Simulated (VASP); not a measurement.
The cell holds one K (bcc) (211) slab, with vacuum along c, ions free to move until forces fall under 0.03 eV/Å, no reconstruction beyond this cell, dipole correction on.

Input:

```xyz
5
Lattice="4.5117 0.0000 0.0000 0.0000 7.3676 0.0000 0.0000 0.0000 25.4345" Properties=species:S:1:pos:R:3 pbc="T T T"
K      1.4761     3.6838     8.4841
K      3.0392     0.0000    10.5802
K      0.0000     3.6838    12.7172
K      1.4725     0.0000    14.8542
K      3.0356     3.6838    16.9504
```

The numbers are results of PBEsol GGA, VASP's PBE PAW potentials (set 64) (plane waves; VASP), not measurements. Numerical set-up: 400 eV cut-off, 6×4×1 Γ-centred mesh, first-order Methfessel-Paxton smearing of 0.10 eV, potentials K_sv.

Slab and bulk use different k-meshes, so the surface energy is good to a few per cent at best.

Question: Predict its surface energy, work function, band gap (on the k-mesh).

Answer: 
The surface energy is 0.14 J/m^2 and the work function is 2.32 eV. The band gap (on the k-mesh) is none (metal, semimetal or under 0.01 eV).

The cell is a thin slab with vacuum, built from K (bcc): (211) face.
